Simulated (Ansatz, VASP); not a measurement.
# One calculation of ZrF2, two programs

```xyz
3
Lattice="4.2301 0.0000 0.0000 0.0000 4.2301 0.0000 0.0000 0.0000 3.0731" Properties=species:S:1:pos:R:3 pbc="T T T"
Zr    2.1150    2.1150    0.0000
F     0.0000    2.1150    0.0000
F     2.1150    0.0000    0.0000
```

Alike in both runs: functional PBE; k mesh 12 × 12 × 16; occupations gaussian, width 0.1 eV; no spin polarisation.

Ansatz relaxed the structure, and its values are those at the end. VASP's run is a single point on that final structure, the one shown.

|  | VASP | Ansatz |
| --- | --- | --- |
| version | VASP 6.6.1 | Ansatz 0.2.0 |
| potentials or method | VASP PAW PBE potentials, release 64 (Zr_sv, F) | scalar-relativistic, plane waves, PAW |
| plane-wave cutoff (eV) | 520 | 420 |
| valence electrons in the cell | 26 | 26 |

|  | VASP | Ansatz | Ansatz less VASP |
| --- | --- | --- | --- |
| gap on the k mesh at the Fermi level (eV) | none | none | - |
| pressure (GPa) | 0.0 | 0.0 | +0.01 |

A gap of «none» marks a metal or a gap that the smearing closes. The functional is the same, so the differences come from potentials, cutoffs and numerics.
